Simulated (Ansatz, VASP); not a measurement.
## Cross-check of Re (Rhenium) between VASP and Ansatz

Wanted: the spread between two codes on one cell, functional and k mesh. The cell is taken from a series of runs on this material, whose earlier steps may have relaxed, scaled, displaced or heated it; both programs get it as it stands.

Program: Ansatz 0.2.0. Level of theory: plane waves, with VASP 6.6.1 beside it; zone-centre phonons at LDA. Results are calculated unless marked as measured.

## Step 1: Starting point

Symmetry: P6_3/mmc, No. 194, hexagonal system. Conventional cell: a = 2.719 Å, b = 2.719 Å, c = 4.549 Å, α = 90.00°, β = 90.00°, γ = 120.00°. Re has 12 Re at 2.72 to 2.76 Å nearest.

## Step 2: Ansatz: zone-centre phonons, LDA

Ansatz runs on its PAW soft_1 files.

Second derivatives magnify differences that forces hide, and they need a tight electronic threshold.

The input, input.yaml:

```yaml
crystal:
  lattice:
    - [2.7194115556, 0.0, 0.0]
    - [-1.3597057778, 2.3550794905, 0.0]
    - [0.0, 0.0, 4.5486220531]
  atoms:
    - { symbol: Re, position: [0.3333333315, 0.6666666685, 0.25] }
    - { symbol: Re, position: [0.6666666685, 0.3333333315, 0.75] }
kpoints:
  mp_grid: { grid: [18, 18, 12] }
hamiltonian:
  xc: lda
  pseudopotentials: { kind: paw, azcp: { folder: soft_1 }, xc_functional: pbe }
scf:
  occupations: { method: methfessel_paxton, width: 0.2 }
output:
  eigenvalues: true
phonons:
  method: dfpt
```

Run with:

```bash
$ ansatz run input.yaml --threads 4 --pin off --max-ram 10240MiB --backend cpu --events-out ev --progress --plain --runs-dir out
```

Numbers of over 12 decimals in the logs are rounded to 6 here.

The program printed:

```text
zone centre: on kpoints.mp_grid the ground state, and the responses unless they are solved on pairs of k-points, stand on 637 of the mesh's 3888 k-points, reduced under 4 symmetry operations, with k and −k counted as one. Each operation leaves every solved displacement unchanged or reverses it
Engine: ansatz 0.2.0, x86_64-unknown-linux-gnu
Pseudopotentials: kind: paw
Pseudopotential: Re, paw, valence charge 15, recommended cutoff 420 eV (normal), soft_1/Re.paw.azcp
Functional definition: SPW92
  exchange = slater_x
  correlation = pw_c
Crystal: 2 atoms, lattice volume = 29.131 Å³
Basis set: ecut = 420 eV, 573 PW (Γ), exchange–correlation on 40×40×64 points (8 copies of the dense FFT grid, shifted against one another)
Bands: 19, of which v1, the nominal top of the filled ones, is band 15 counted from 1 (14 counted from 0)
Symmetry: 24 space group operations
k-points: 637 of 3888 (irreducible under 4 space group operations, time reversal used)
Non-local potential: Re, projectors of the file, l = 0: 3, l = 1: 2, l = 2: 2, l = 3: 1
PAW form: soft (Blöchl's): semilocal exchange-correlation on the pseudo side does not see the compensation charge
PAW frozen core: Re, regenerated for the run's functional, and the local potential with it (the file was generated under x = pbe(κ = 0.804, μ = 0.219515), c = pbe(β = 0.066725))
PAW one-centre angular grid: Re, 590 points (default); XC on 64 Gauss nodes
Initial density: superposition of atomic densities (chi_scale 0.1, normalization cell)
Initial wavefunctions: pseudopotential atomic-orbital guess
Functional: x = slater, c = lda
SCF iter   1: F=—  HF=-21217.507804 eV  |F-HF|=—  |Δ(HF+E_count)|=         —  Δρ=5.99e-2  dr2=9.51e-1  ethr=3.10e-3  ⟨swp⟩=4.6  Hψ=47931  notcnv=0
preconditioner: auto → none  [metal: Δε(μ)=0.001 eV  Ē_g=6.443 eV  σ=0.200 eV  W_gap=0.00  n_scr=8 (ndim 8)  ℏωp=25.7 eV  f_vac=0.000  D(μ)=1.51/eV (n_scr^D=22)  sad-step TF]
SCF iter   2: F=—  HF=-21217.236353 eV  |F-HF|=—  |Δ(HF+E_count)|=   2.71e-1  S|Δr|=    0.00e0  Δρ=3.46e-2  dr2=3.06e-1  ethr=3.10e-3  ⟨swp⟩=2.0  Hψ=19415  notcnv=0  defer=9
SCF iter   3: F=—  HF=-21217.112504 eV  |F-HF|=—  |Δ(HF+E_count)|=   1.24e-1  S|Δr|=    0.00e0  Δρ=1.56e-3  dr2=2.57e-4  ethr=1.02e-3  ⟨swp⟩=2.9  Hψ=22709  notcnv=0  defer=9
SCF iter   4: F=—  HF=-21217.112718 eV  |F-HF|=—  |Δ(HF+E_count)|=   2.13e-4  S|Δr|=    0.00e0  Δρ=1.51e-4  dr2=7.15e-6  ethr=8.57e-7  ⟨swp⟩=2.1  Hψ=17899  notcnv=0  defer=9
SCF iter   5: F=—  HF=-21217.112716 eV  |F-HF|=—  |Δ(HF+E_count)|=   2.15e-6  S|Δr|=    0.00e0  Δρ=2.34e-5  dr2=1.04e-7  ethr=2.38e-8  ⟨swp⟩=2.0  Hψ=16385  notcnv=0  defer=9
SCF iter   6: F=—  HF=-21217.112715 eV  |F-HF|=—  |Δ(HF+E_count)|=   1.72e-7  S|Δr|=    0.00e0  Δρ=4.69e-6  dr2=5.24e-9  ethr=3.47e-10  ⟨swp⟩=2.5  Hψ=21001  notcnv=0  defer=9
SCF iter   7: F=—  HF=-21217.112715 eV  |F-HF|=—  |Δ(HF+E_count)|=   1.40e-9  S|Δr|=    0.00e0  Δρ=1.29e-6  dr2=4.00e-10  ethr=1.75e-11  ⟨swp⟩=2.9  Hψ=22615  notcnv=0  defer=9
SCF iter   8: F=-21217.112715 eV  HF=-21217.112715 eV  |F-HF|=1.46e-11  |Δ(HF+E_count)|=  1.56e-10  S|Δr|=    0.00e0  Δρ=9.01e-8  dr2=8.38e-13  ethr=1.00e-12  ⟨swp⟩=4.0  Hψ=57786  notcnv=0
SCF 1 converged in 8 iterations: F = -21217.112715 eV  dr2 = 8.38e-13
  greatest PAW one-centre occupation: 0.999 electrons in one spin orbital (limit 2), on the Re atom at site 1 (counted from 0), in its partial waves of l = 0
DFPT response loops at Γ: preconditioner auto → Kerker (q_TF=auto, 2.742 Å⁻¹) (partly filled bands, converged f_vac=0.000); β = 1.00, the filter's whole step (`scf.mixing.beta` (0.50) is not read by the response loops under this deck's `scf.mixing.preconditioner`; to damp them name `kerker` or `kerker_dos`, under which they read `scf.mixing.beta`, and type it under 1.00, their step now; both keys bind the ground state too); Broyden in place of MSR1
SCF converged after 8 iterations
Stability not checked: this state was not tested for a lower state beside it, because cold or Methfessel-Paxton smearing, or corrected tetrahedra, fill the levels in a way that the test cannot read (fill_not_monotonic; see scf.lower_state_search)
Free energy (F): -21217.112715 eV
Harris-Foulkes:  -21217.112715 eV  (|F-HF|=1.46e-11)
Internal energy: -21217.113212 eV  (E = F + TS)
E sigma→0 (E₀):  -21217.112840 eV
Entropy (-TS):   0.000497 eV (0.248 meV/atom)
Fermi energy:    24.005596 eV
Step filling:    the computed levels leave a gap of 0.0000 eV = 0.0 smearing widths at the electron count; against every level under it full and every level over it empty, smearing changes F+E_penalty+E_count by +0.321 meV and its σ→0 estimate by +0.196 meV
--- Per-component energies (eV) ---
  E_band       = -144.029934
  E_kinetic    = 1048.612104
  E_local      = -1540.885749  (includes V_loc(G=0)·N_el)
  E_nonlocal   = 171.837253
  E_hartree    = 536.115820
  E_xc         = -709.033418
  E_vxc        = -582.040958  (∫ρ·V_xc dr)
  E_paw        = -16893.076164  (= ΣΔE_a)
  E_vpaw       = -313.784345  (= ΣTr[D̂ρ^β])
  E_aug_tail   = 0.000100  (compensation charges beyond the density's cutoff)
  E_ewald      = -3831.321497
  E_core_change = 0.638340  (= ΣΔE_core)
  E_smearing   = 0.000497  (= −TS)
  E_closure    = -0.000000  (closes the sum)
  Σ components = -21217.112715   (vs F -21217.112715, Δ=0.00e0)
--- Band table (eV; the first three rows and the last of 637) ---
  k-point 0: bands = [... 11 lower, 22.4024, 22.4024, 23.1513, 23.1513, 24.3120, 24.4591, 24.4591, 27.3829]
  k-point 1: bands = [... 11 lower, 22.3738, 22.3738, 23.1085, 23.1085, 24.0779, 24.5572, 24.5572, 27.3836]
  k-point 2: bands = [... 11 lower, 22.3105, 22.3105, 22.9914, 22.9914, 23.4841, 24.8246, 24.8246, 27.3701]
  k-point 636: bands = [... 11 lower, 20.6325, 21.8400, 21.8400, 23.7504, 23.7504, 27.9395, 27.9395, 30.5720]
--- Phonons (Γ-DFPT): 2 representative perturbations + reference, on 637 of 3888 k-points (Σ response iterations 5) ---
  k mesh reduced under 4 symmetry operations, with k and −k counted as one. Each operation leaves every solved displacement unchanged or reverses it
  ASR residual: 1.027e-4 → 0.000e0 eV/Å²; symmetrization residual: 2.274e-13 eV/Å²
  ASR residual per site (eV/Å²): 1.03e-4 1.03e-4
  Γ frequencies (cm⁻¹): 0.00 0.00 0.00 53.80 117.53 117.53
  non-analytic LO–TO correction: not included (Born effective charges unavailable; polar crystals: no LO–TO splitting at Γ)
```

The column dr2 measures how far the density is from self-consistency, as an energy; F and HF (Harris–Foulkes) agree once it is small.

## Step 3: VASP: zone-centre phonons, LDA

The same cell, functional (in two slightly different forms), mesh and smearing now go to VASP, with its own data sets.

Lines of VASP's logs that name or quote its potential files are left out, and so is its time.

The input, INCAR:

```
SYSTEM = Re
PREC = Accurate
ENCUT = 600
EDIFF = 1E-08
NELM = 120
ISMEAR = 1
SIGMA = 0.2
LREAL = .FALSE.
ALGO = Normal
GGA = PW92
NBANDS = 13
LASPH = .TRUE.
LORBIT = 11
LWAVE = .FALSE.
LCHARG = .FALSE.
ISIF = 2
IBRION = 8
GGA_COMPAT = .FALSE.
KPAR = 2
```

The input, POSCAR:

```
Re
1.0
    2.7194115556      0.0000000000      0.0000000000
   -1.3597057778      2.3550794905      0.0000000000
    0.0000000000      0.0000000000      4.5486220531
Re
2
Direct
    0.3333333388      0.6666666722      0.2500000000
    0.6666666722      0.3333333388      0.7500000000
```

The input, KPOINTS:

```
Automatic mesh
0
Gamma
18 18 12
0 0 0
```

PAW data sets: Re (LDA family, release 64).

Run with:

```bash
$ mpirun -np 2 vasp_std
```

The program printed:

```text
[banner, memory and clock lines left out]
running    2 mpi-ranks, on    1 nodes
 distrk:  each k-point on    1 cores,    2 groups
 distr:  one band on    1 cores,    1 groups

 POSCAR found type information on POSCAR Re
 POSCAR found :  1 types and       2 ions
|                                                                             |
|               ----> ADVICE to this user running VASP <----                  |
|                                                                             |
|     You enforced a specific xc type in the INCAR file but a different       |
|     [... a line on the potential file left out ...]
|     I HOPE YOU KNOW WHAT YOU ARE DOING!                                     |
|                                                                             |

 LDA part: xc-table for (Slater(with rela. corr.)+PW92), standard interpolation
 POSCAR, INCAR and KPOINTS ok, starting setup
 FFT: planning ... GRIDC
 FFT: planning ... GRID_SOFT
 FFT: planning ... GRID
 WAVECAR not read
 entering main loop
       N       E                     dE             d eps       ncg     rms          rms(c)
DAV:   1     0.128317816242E+03    0.12832E+03   -0.62991E+03  7198   0.123E+03
DAV:   2    -0.200284383368E+02   -0.14835E+03   -0.13184E+03 10691   0.464E+02
DAV:   3    -0.287325197791E+02   -0.87041E+01   -0.75294E+01 11258   0.145E+02
DAV:   4    -0.289398519642E+02   -0.20733E+00   -0.19708E+00 11036   0.133E+01
DAV:   5    -0.289411077402E+02   -0.12558E-02   -0.12552E-02 11085   0.182E+00    0.433E+01
DAV:   6    -0.278337008040E+02    0.11074E+01   -0.96563E-01 11453   0.164E+01    0.183E+01
DAV:   7    -0.274863573454E+02    0.34734E+00   -0.62130E-01 11511   0.128E+01    0.388E-01
DAV:   8    -0.274764734405E+02    0.98839E-02   -0.53815E-03 10653   0.754E-01    0.156E-01
DAV:   9    -0.274752791409E+02    0.11943E-02   -0.47233E-04 10237   0.203E-01    0.416E-02
DAV:  10    -0.274752867895E+02   -0.76486E-05   -0.40274E-05 10793   0.608E-02    0.214E-02
DAV:  11    -0.274752866461E+02    0.14333E-06   -0.91795E-07 11253   0.107E-02    0.130E-03
DAV:  12    -0.274752866358E+02    0.10376E-07   -0.34204E-08  8860   0.203E-03    0.765E-04
DAV:  13    -0.274752866298E+02    0.59399E-08   -0.32831E-09  5872   0.919E-04
   1 F= -.27475287E+02 E0= -.27475470E+02  d E =0.549954E-03
 Linear response reoptimize wavefunctions to high precision
DAV:   1    -0.274752866303E+02   -0.43383E-09   -0.17505E-09  6844   0.886E-04
DAV:   2    -0.274752866303E+02   -0.16371E-10   -0.30678E-10  5352   0.250E-04
 Linear response DOF=           2
 Linear response progress:
  Degree of freedom:   1/  2
       N       E                     dE             d eps       ncg     rms          rms(c)
RMM:   1    -0.928010222717E-01   -0.92801E-01    0.10601E-01 31136   0.201E+01
RMM:   2    -0.143224064341E+00   -0.50423E-01   -0.55706E-02 52079   0.202E+00    0.124E-01
RMM:   3    -0.142854817687E+00    0.36925E-03   -0.28182E-03 55999   0.388E-01    0.857E-02
RMM:   4    -0.142087909170E+00    0.76691E-03   -0.95382E-04 52715   0.250E-01    0.229E-02
RMM:   5    -0.142147525469E+00   -0.59616E-04   -0.43758E-05 52420   0.657E-02    0.893E-03
RMM:   6    -0.142163280677E+00   -0.15755E-04   -0.54129E-06 55914   0.194E-02    0.374E-03
RMM:   7    -0.142168102392E+00   -0.48217E-05   -0.68685E-07 52675   0.687E-03    0.131E-03
RMM:   8    -0.142169491776E+00   -0.13894E-05    0.26062E-08 55492   0.264E-03    0.354E-04
RMM:   9    -0.142169094883E+00    0.39689E-06    0.10459E-07 56972   0.929E-04    0.652E-05
RMM:  10    -0.142169124048E+00   -0.29165E-07    0.93549E-08 58223   0.503E-04    0.215E-05
RMM:  11    -0.142169165352E+00   -0.41304E-07    0.61583E-08 58870   0.399E-04    0.723E-06
RMM:  12    -0.142169172073E+00   -0.67213E-08    0.41436E-08 58771   0.369E-04    0.317E-06
 first order change of Fermi-energy  -0.16861E-04
 force on displaced ion       1 direction 1 :  -4.708  -0.000   0.000
 Linear response progress:
  Degree of freedom:   2/  2
       N       E                     dE             d eps       ncg     rms          rms(c)
RMM:   1    -0.133375485372E+00   -0.13338E+00    0.10860E-01 10908   0.211E+01
RMM:   2    -0.186390171099E+00   -0.53015E-01   -0.44813E-02 16122   0.224E+00    0.189E-01
RMM:   3    -0.187522890445E+00   -0.11327E-02   -0.10752E-02 18374   0.743E-01    0.109E-01
RMM:   4    -0.187440393168E+00    0.82497E-04   -0.20138E-04 18530   0.173E-01    0.626E-02
RMM:   5    -0.187675772090E+00   -0.23538E-03    0.20603E-04 18900   0.120E-01    0.848E-03
RMM:   6    -0.187709068440E+00   -0.33296E-04    0.28273E-05 18156   0.309E-02    0.560E-03
RMM:   7    -0.187704593618E+00    0.44748E-05    0.48783E-05 17888   0.121E-02    0.274E-03
RMM:   8    -0.187720958690E+00   -0.16365E-04    0.22148E-05 18534   0.714E-03    0.607E-04
RMM:   9    -0.187721561534E+00   -0.60284E-06    0.22990E-06 18345   0.265E-03    0.113E-04
RMM:  10    -0.187720566904E+00    0.99463E-06    0.14765E-06 20032   0.903E-04    0.594E-05
RMM:  11    -0.187720640418E+00   -0.73514E-07    0.23750E-07 18574   0.560E-04    0.786E-06
RMM:  12    -0.187720603769E+00    0.36649E-07    0.85317E-07 20922   0.413E-04    0.370E-06
RMM:  13    -0.187720654695E+00   -0.50926E-07    0.10843E-07 19724   0.382E-04    0.146E-06
RMM:  14    -0.187720670317E+00   -0.15622E-07    0.91224E-08 19993   0.372E-04    0.456E-07
RMM:  15    -0.187720666140E+00    0.41769E-08    0.12607E-07 21260   0.371E-04    0.320E-07
RMM:  16    -0.187720667477E+00   -0.13364E-08    0.11641E-07 19148   0.370E-04    0.160E-07
RMM:  17    -0.187720667024E+00    0.45260E-09    0.11386E-07 19628   0.371E-04    0.572E-08
 first order change of Fermi-energy   0.65384E-04
 force on displaced ion       1 direction 3 :   0.000   0.000  -0.621
 Linear response finished
```

Parts of OUTCAR (step 3):

```text
ion  position               nearest neighbor table
   1  0.333  0.667  0.250-   2 2.76   2 2.76   2 2.76   2 2.76   2 2.76   2 2.76
   2  0.667  0.333  0.750-   1 2.76   1 2.76   1 2.76   1 2.76   1 2.76   1 2.76

  LATTYP: Found a hexagonal cell.
 ALAT       =     2.7194115556
 C/A-ratio  =     1.6726493802

 Subroutine GETGRP returns: Found 24 space group operations
 (whereof 12 operations were pure point group operations)

The static configuration has the point symmetry D_3d.
 The point group associated with its full space group is D_6h.

 Found    259 irreducible k-points:

   k-points           NKPTS =    259   k-points in BZ     NKDIM =    259   number of bands    NBANDS=     13

   dimension x,y,z NGX =    24 NGY =   24 NGZ =   36
   dimension x,y,z NGXF=    48 NGYF=   48 NGZF=   72

   ENCUT  =  600.0 eV  44.10 Ry    6.64 a.u.   5.43  5.43  9.08*2*pi/ulx,y,z

   NELECT =      14.0000    total number of electrons

 k-points in reciprocal lattice and weights: Automatic mesh
   0.00000000  0.00000000  0.00000000       0.000
   0.05555556 -0.00000000  0.00000000       0.002
   0.11111111 -0.00000000  0.00000000       0.002
   0.16666667 -0.00000000  0.00000000       0.002
   0.22222222  0.00000000  0.00000000       0.002
   0.27777778 -0.00000000  0.00000000       0.002
   0.33333333 -0.00000000  0.00000000       0.002
   0.38888889  0.00000000  0.00000000       0.002
   0.44444444  0.00000000  0.00000000       0.002
[...]
0.33333333  0.27777778  0.50000000       0.003
   0.33333333  0.33333333  0.50000000       0.001

 average (electrostatic) potential at core
       1 -39.2923       2 -39.2923

  Total        0.1842987      0.1842987     -3.0359415     -0.0000000     -0.0000000      0.0000000
  in kB       10.1361366     10.1361366   -166.9719890     -0.0000000     -0.0000000      0.0000000
  external PRESSURE =     -48.8999053 kB  Pullay stress =       0.0000000 kB

  energy-cutoff  :      600.00
  volume of cell :       29.13
      direct lattice vectors                 reciprocal lattice vectors
     2.719411556  0.000000000  0.000000000     0.367726613  0.212307059  0.000000000
    -1.359705778  2.355079491  0.000000000     0.000000000  0.424614118  0.000000000
     0.000000000  0.000000000  4.548622053     0.000000000  0.000000000  0.219846799

 POSITION                                       TOTAL-FORCE (eV/Angst)
 -----------------------------------------------------------------------------------
      0.00000      1.57005      1.13716        -0.000000      0.000000      0.000000
      1.35971      0.78503      3.41147         0.000000      0.000000      0.000000
 -----------------------------------------------------------------------------------
    total drift:                               -0.000000     -0.000000      0.000000

 Eigenvectors and eigenvalues of the dynamical matrix
 ----------------------------------------------------

   1 f  =    3.515391 THz    22.087855 2PiTHz  117.260830 cm-1    14.538483 meV
             X         Y         Z           dx          dy          dz
      0.000000  1.570053  1.137156     0.000000    0.707107    0.000000
      1.359706  0.785027  3.411467     0.000000   -0.707107   -0.000000

   2 f  =    3.515391 THz    22.087855 2PiTHz  117.260830 cm-1    14.538483 meV
             X         Y         Z           dx          dy          dz
      0.000000  1.570053  1.137156     0.707107   -0.000000   -0.000000
      1.359706  0.785027  3.411467    -0.707107    0.000000    0.000000

   3 f  =    1.277059 THz     8.023999 2PiTHz   42.598106 cm-1     5.281490 meV
             X         Y         Z           dx          dy          dz
      0.000000  1.570053  1.137156    -0.000000    0.000000   -0.707107
      1.359706  0.785027  3.411467    -0.000000    0.000000    0.707107

   4 f  =    0.000000 THz     0.000000 2PiTHz    0.000002 cm-1     0.000000 meV
             X         Y         Z           dx          dy          dz
      0.000000  1.570053  1.137156    -0.699700    0.101971   -0.004688
      1.359706  0.785027  3.411467    -0.699700    0.101971   -0.004688

   5 f/i=    0.000000 THz     0.000000 2PiTHz    0.000000 cm-1     0.000000 meV
             X         Y         Z           dx          dy          dz
      0.000000  1.570053  1.137156    -0.054231   -0.343820    0.615505
      1.359706  0.785027  3.411467    -0.054231   -0.343820    0.615505

   6 f/i=    0.000000 THz     0.000000 2PiTHz    0.000001 cm-1     0.000000 meV
             X         Y         Z           dx          dy          dz
      0.000000  1.570053  1.137156     0.086482    0.609417    0.348039
      1.359706  0.785027  3.411467     0.086482    0.609417    0.348039

 ELASTIC MODULI CONTR FROM IONIC RELAXATION (kBar)
 Direction    XX          YY          ZZ          XY          YZ          ZX
 --------------------------------------------------------------------------------
 XX         -69.8125     69.8125     -0.0000      0.0000      0.0000      0.0000
 YY          69.8125    -69.8125      0.0000     -0.0000     -0.0000      0.0000
 ZZ          -0.0000      0.0000     -0.0000      0.0000      0.0000      0.0000
 XY           0.0000     -0.0000      0.0000    -69.8125      0.0000      0.0000
 YZ           0.0000     -0.0000      0.0000      0.0000     -0.0000      0.0000
 ZX           0.0000      0.0000      0.0000      0.0000      0.0000      0.0000
 --------------------------------------------------------------------------------
```

The data set Re keeps the semicore shell frozen, which is cheaper and a little less accurate.

## Step 4: Differences

Known differences besides the potentials themselves: the data sets hold 30 valence electrons in Ansatz (on its PAW soft_1 files) and 14 in VASP; the cutoff is 420 eV in Ansatz and 600 eV in VASP; VASP's log shows a relativistic correction to its local exchange, Ansatz's none. Total energies have different zeros and are not compared.

Compared:

```
                  quantity  Ansatz   VASP  difference
     optical mode 1 (cm⁻¹)    53.8   42.6       +11.2
optical mode 2 to 3 (cm⁻¹)   117.5  117.3     +0.23 %
```

Modes are paired by rising frequency, not by their patterns, so a pair may set unlike modes beside each other; they are those without the splitting of longitudinal modes.

## Step 5: What the set-up changes

Further runs change the set-up of one program: Ansatz's method, potentials or start, or VASP's data sets, cutoff or form of LDA. The table gives that difference for each run.

```
                                                    run  optical mode 2 to 3 (%)
                                               as above                     0.23
VASP with the data sets Re_sv_GW and a cutoff of 500 eV                    -0.75
```

## Step 6: What came out

```json
{
 "r.m.s. difference of the optical zone-centre modes, each program's sorted by frequency (zone-centre phonons, LDA)": "6.5 cm⁻¹"
}
```

**Reading.** The r.m.s. difference of the optical zone-centre modes, each program's sorted by frequency is 6.5 cm⁻¹ (zone-centre phonons, LDA). The data sets hold unlike numbers of valence electrons (30 in Ansatz and 14 in VASP), so part of the differences comes from the potentials. Zone-centre phonons, LDA, VASP with the data sets Re_sv_GW and a cutoff of 500 eV: the difference in optical mode 2 to 3 goes from 0.23 to -0.75 %. How closely two codes agree says nothing of how well the functional describes the real material.

[Lines on the potential files, build, host, timing and source positions are cut from VASP's logs without a mark.]

[Logs are printed without paths, hosts, clocks, repeated set-up lines and the standing remarks that a program may print on its own settings, such as how far it seeks lower states.]

[Hosts, paths, dates, database ids (printed as entryN), source tags and the programs' standing remarks are cut or masked in the printed files.]
